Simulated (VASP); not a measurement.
Computed with PBEsol GGA, VASP's PBE PAW potentials (set 64) (plane waves; VASP 6.6.1).

Input for VASP

POSCAR:
```
Zn
1.0
  1.3194086430  -2.2852832206   0.0000000000
  1.3194086430   2.2852832206   0.0000000000
  0.0000000000   0.0000000000   4.6374447213
Zn
2
direct
  0.3333330000   0.6666670000   0.2500000000
  0.6666670000   0.3333330000   0.7500000000
```

### INCAR
```
! general
SYSTEM =Zn
PREC   =Accurate
ENCUT  =400
LREAL  =.False.   ! projection in real space or not
LASPH  =.True.   ! aspherical one-centre terms

! electronic loop
EDIFF  =1E-8   ! SCF stop (eV)
NELM   =100
ALGO   =Normal
LMAXMIX=4   ! l cut-off of mixed one-centre charges

! smearing
ISMEAR =1   ! Methfessel-Paxton
SIGMA  =0.1   ! width (eV)

! functional
GGA    =PS   ! PBEsol

! ions
IBRION =1   ! quasi-Newton
NSW    =30   ! most ionic steps
ISIF   =2
EDIFFG =-0.001

! output
LWAVE  =.False.
LCHARG =.False.
```

**KPOINTS**
```
Automatic mesh
0
gamma
 14 14 7
```

POTCAR, in this order: Zn (PBE.64 set). Program: vasp_std.

The run wrote:

**OUTCAR**
```
 ion  position               nearest neighbor table
   1  0.333  0.667  0.250-   2 2.77   2 2.77   2 2.77   2 2.77   2 2.77   2 2.77
   2  0.667  0.333  0.750-   1 2.77   1 2.77   1 2.77   1 2.77   1 2.77   1 2.77
  LATTYP: Found a hexagonal cell.
 ALAT       =     2.6388176454
 C/A-ratio  =     1.7573949187
 Subroutine PRICEL returns:
 Original cell was already a primitive cell.
 Subroutine GETGRP returns: Found 24 space group operations
The static configuration has the point symmetry D_3d.
 The point group associated with its full space group is D_6h.
The dynamic configuration has the point symmetry D_3d.
 Subroutine INISYM returns: Found 24 space group operations
 Subroutine IBZKPT returns following result:
 Found     96 irreducible k-points:

 Following reciprocal coordinates:
            Coordinates               Weight
  0.000000  0.000000  0.000000      1.000000
  0.071429  0.000000  0.000000      6.000000
  0.142857  0.000000  0.000000      6.000000
  0.214286 -0.000000  0.000000      6.000000
  0.285714  0.000000  0.000000      6.000000
  0.357143  0.000000  0.000000      6.000000
  0.428571 -0.000000  0.000000      6.000000
...
```

### OSZICAR
```
       N       E                     dE             d eps       ncg     rms          rms(c)
DAV:   1     0.837121348541E+02    0.83712E+02   -0.11054E+04  3152   0.206E+03
DAV:   2    -0.132587497261E+01   -0.85038E+02   -0.83940E+02  3136   0.275E+02
DAV:   3    -0.350230854414E+01   -0.21764E+01   -0.21734E+01  3696   0.554E+01
DAV:   4    -0.350774701448E+01   -0.54385E-02   -0.54382E-02  3736   0.278E+00
DAV:   5    -0.350775469017E+01   -0.76757E-05   -0.76755E-05  3776   0.846E-02    0.496E+00
DAV:   6    -0.319222072156E+01    0.31553E+00   -0.15294E+00  3152   0.285E+01    0.351E+00
DAV:   7    -0.317626670462E+01    0.15954E-01   -0.50090E-02  3928   0.429E+00    0.182E+00
DAV:   8    -0.316847906436E+01    0.77876E-02   -0.19286E-03  4272   0.726E-01    0.537E-02
DAV:   9    -0.316842788912E+01    0.51175E-04   -0.23458E-04  4384   0.248E-01    0.296E-02
DAV:  10    -0.316843175519E+01   -0.38661E-05   -0.20401E-05  3320   0.455E-02    0.303E-03
DAV:  11    -0.316843158443E+01    0.17076E-06   -0.59033E-07  3920   0.133E-02    0.198E-03
DAV:  12    -0.316843130247E+01    0.28195E-06   -0.25553E-08  3104   0.352E-03    0.557E-04
DAV:  13    -0.316843131488E+01   -0.12406E-07   -0.66016E-09  2080   0.133E-03    0.399E-05
DAV:  14    -0.316843131545E+01   -0.56707E-09   -0.10321E-09  1888   0.358E-04
   1 F= -.31684313E+01 E0= -.31684258E+01  d E =-.316843E+01
```

OUTCAR:
```
------------------------ aborting loop because EDIFF is reached ----------------------------------------
  FORCE on cell =-STRESS in cart. coord.  units (eV):
  Direction    XX          YY          ZZ          XY          YZ          ZX
  --------------------------------------------------------------------------------------
  Total        0.0004975      0.0004975     -0.0081225      0.0000000     -0.0000000     -0.0000000
  in kB        0.0285001      0.0285001     -0.4653416      0.0000000     -0.0000000     -0.0000000
  external PRESSURE =      -0.1361138 kB  Pullay stress =       0.0000000 kB
  volume of cell :       27.97
      direct lattice vectors                 reciprocal lattice vectors
     1.319408643 -2.285283221  0.000000000     0.378957651 -0.218791262  0.000000000
     1.319408643  2.285283221  0.000000000     0.378957651  0.218791262  0.000000000
     0.000000000  0.000000000  4.637444721     0.000000000  0.000000000  0.215635994
 POSITION                                       TOTAL-FORCE (eV/Angst)
 -----------------------------------------------------------------------------------
      1.31941      0.76176      1.15936         0.000000      0.000000      0.000000
      1.31941     -0.76176      3.47808        -0.000000     -0.000000      0.000000
 -----------------------------------------------------------------------------------
    total drift:                                0.000013      0.000066      0.000004
  FREE ENERGIE OF THE ION-ELECTRON SYSTEM (eV)
  ---------------------------------------------------
  free  energy   TOTEN  =        -3.1684313154 eV

  energy  without entropy=       -3.1684146329  energy(sigma->0) =       -3.16842575

 reached required accuracy - stopping structural energy minimisation
```
(Selected blocks of OUTCAR.)

The compound is Zn in the hcp structure. It was relaxed first, which changed the volume by -8 %. The start is the result of an earlier pass.
